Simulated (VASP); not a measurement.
Consider the following.

```
GdN
1.0
    0.00000     2.46485     2.46485
    2.46485     0.00000     2.46485
    2.46485     2.46485     0.00000
Gd N
1 1
Direct
  0.00000   0.00000   0.00000
  0.50000   0.50000   0.50000
```

Computed with PBE GGA, VASP's PBE PAW potentials (set 64) (plane waves; VASP). Settings: 520 eV cut-off, 13×13×13 Γ-centred mesh, first-order Methfessel-Paxton smearing of 0.10 eV, potentials Gd_3 N.

The 4f electrons are frozen in the core of the lanthanide potential, so 4f levels, which can set the real gap, and their magnetism are missing.

Q: Give the stress tensor in GPa (positive for a compressed cell).

A: 
```
5.12  0.00  0.00
0.00  5.12  0.00
0.00  0.00  5.12
```
The pressure is its mean diagonal, 5.12 GPa.

The compound is GdN in the rock salt structure. This cell is one point of a volume scan, at 0.97 of the reference volume.
